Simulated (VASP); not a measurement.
These are PBEsol GGA, VASP's PBE PAW potentials (set 64) (plane waves; VASP) values and carry that method's errors.

VASP input:

INCAR:
```
SYSTEM = Be4SeTe3
PREC = Accurate
ENCUT = 400
EDIFF = 1E-7
NELM = 100
ALGO = Normal
LREAL = .FALSE.
LASPH = .TRUE.
ISMEAR = 0
SIGMA = 0.05
GGA = PS
LMAXMIX = 4
LWAVE = .FALSE.
LCHARG = .FALSE.
LORBIT = 11
ICHARG = 11
```

KPOINTS:
```
k-points along high-symmetry lines
15
Line-mode
Reciprocal
  0.000000   0.000000   0.000000 ! GAMMA
  0.000000   0.500000   0.000000 ! X

  0.000000   0.500000   0.000000 ! X
  0.500000   0.500000   0.000000 ! M

  0.500000   0.500000   0.000000 ! M
  0.000000   0.000000   0.000000 ! GAMMA

  0.000000   0.000000   0.000000 ! GAMMA
  0.500000   0.500000   0.500000 ! R

  0.500000   0.500000   0.500000 ! R
  0.000000   0.500000   0.000000 ! X

  0.500000   0.500000   0.500000 ! R
  0.500000   0.500000   0.000000 ! M
```

### POSCAR
```
Be4SeTe3
5.4965070
  1.0000000015   0.0000000000   0.0000000000
  0.0000000000   1.0000000015   0.0000000000
  0.0000000000   0.0000000000   1.0000000015
Be Te Se
4 3 1
direct
  0.0108583903   0.9891416097   0.9891416097
  0.4891416097   0.5108583903   0.9891416097
  0.4891416097   0.9891416097   0.5108583903
  0.0108583903   0.5108583903   0.5108583903
  0.2500000000   0.2500000000   0.2500000000
  0.7500000000   0.7500000000   0.2500000000
  0.7500000000   0.2500000000   0.7500000000
  0.2500000000   0.7500000000   0.7500000000
```

POTCAR, in this order: Be Te Se (PBE.64 set). Program: vasp_std. Read from the step before: CHGCAR.

The resulting files:

### OUTCAR
```
 ion  position               nearest neighbor table
   1  0.011  0.989  0.989-   8 2.28   6 2.42   7 2.42   5 2.42
   2  0.489  0.511  0.989-   8 2.28   6 2.42   7 2.42   5 2.42
   3  0.489  0.989  0.511-   8 2.28   6 2.42   7 2.42   5 2.42
   4  0.011  0.511  0.511-   8 2.28   6 2.42   7 2.42   5 2.42
   5  0.250  0.250  0.250-   1 2.42   2 2.42   3 2.42   4 2.42
   6  0.750  0.750  0.250-   1 2.42   2 2.42   3 2.42   4 2.42
   7  0.750  0.250  0.750-   1 2.42   2 2.42   3 2.42   4 2.42
   8  0.250  0.750  0.750-   1 2.28   2 2.28   3 2.28   4 2.28
  LATTYP: Found a simple cubic cell.
 ALAT       =     5.4965070082
 Subroutine PRICEL returns:
 Original cell was already a primitive cell.
 Subroutine GETGRP returns: Found 24 space group operations
The static configuration has the point symmetry C_3v.
 The point group associated with its full space group is T_d .
The dynamic configuration has the point symmetry C_3v.
 Subroutine INISYM returns: Found 24 space group operations
   k-points           NKPTS =     90   k-points in BZ     NKDIM =     90   number of bands    NBANDS=     21
   number of dos      NEDOS =    301   number of ions     NIONS =      8
   total plane-waves  NPLWV =  46656
   dimension x,y,z NGX =    36 NGY =   36 NGZ =   36
   dimension x,y,z NGXF=    72 NGYF=   72 NGZF=   72
   ions per type =               4   3   1
   PREC   = accura    normal or accurate (medium, high low for compatibility)
...
```

File OSZICAR:
```
       N       E                     dE             d eps       ncg     rms          rms(c)
DAV:   1     0.116568908416E+03    0.11657E+03   -0.10481E+04  3780   0.102E+03
DAV:   2    -0.221994343013E+02   -0.13877E+03   -0.13170E+03  5272   0.175E+02
DAV:   3    -0.322118699612E+02   -0.10012E+02   -0.98952E+01  4892   0.531E+01
DAV:   4    -0.324339970218E+02   -0.22213E+00   -0.22173E+00  5072   0.902E+00
DAV:   5    -0.324394245949E+02   -0.54276E-02   -0.54255E-02  4723   0.135E+00
DAV:   6    -0.324396542747E+02   -0.22968E-03   -0.22966E-03  5363   0.239E-01
DAV:   7    -0.324396610099E+02   -0.67351E-05   -0.67348E-05  4703   0.349E-02
DAV:   8    -0.324396613549E+02   -0.34508E-06   -0.34510E-06  3994   0.689E-03
DAV:   9    -0.324396613723E+02   -0.17329E-07   -0.17285E-07  3487   0.159E-03
   1 F= -.32439661E+02 E0= -.32439661E+02  d E =-.586325E-13
```

**OUTCAR**
```
 val. band max:        4.8414899604   @ k =   0.0000   0.0000   0.0000

 cond. band min:       6.6517972318   @ k =   0.0000   0.0000   0.0000



 k-point     1 :       0.0000    0.0000    0.0000
  band No.  band energies     occupation
      1      -8.5196      2.00000
      2      -6.8260      2.00000
      3      -5.5373      2.00000
      4      -5.5373      2.00000
      5      -0.4263      2.00000
      6      -0.4263      2.00000
      7      -0.4263      2.00000
      8       1.8408      2.00000
      9       1.8408      2.00000
     10       1.8408      2.00000
     11       2.2435      2.00000
     12       2.2435      2.00000
     13       2.2435      2.00000
     14       4.8415      2.00000
     15       4.8415      2.00000
     16       4.8415      2.00000
     17       6.6518      0.00000
     18       6.6886      0.00000
     19       6.6886      0.00000
     20       7.6894      0.00000
     21       7.6894      0.00000

 k-point     2 :       0.0000    0.0357    0.0000
  band No.  band energies     occupation
      1      -8.5174      2.00000
      2      -6.8257      2.00000
      3      -5.5445      2.00000
      4      -5.5367      2.00000
      5      -0.4218      2.00000
      6      -0.4218      2.00000
      7      -0.4112      2.00000
      8       1.8330      2.00000
      9       1.8374      2.00000
     10       1.8374      2.00000
     11       2.2323      2.00000
     12       2.2398      2.00000
     13       2.2398      2.00000
     14       4.8104      2.00000
     15       4.8240      2.00000
     16       4.8240      2.00000
     17       6.6680      0.00000
     18       6.7023      0.00000
     19       6.7159      0.00000
     20       7.6990      0.00000
     21       7.7119      0.00000

 k-point     3 :       0.0000    0.0714    0.0000
  band No.  band energies     occupation
      1      -8.5112      2.00000
      2      -6.8249      2.00000
      3      -5.5656      2.00000
      4      -5.5350      2.00000
...
```

The density is held fixed in this step, so its total energy and stress have no physical meaning. Unless said otherwise, spin-orbit coupling is left out, though it shifts the bands of the heavy elements here.

The structure was generated: Be4SeTe3 was put into an ordered model structure (P-43m), which need not be its known phase. It was relaxed first.
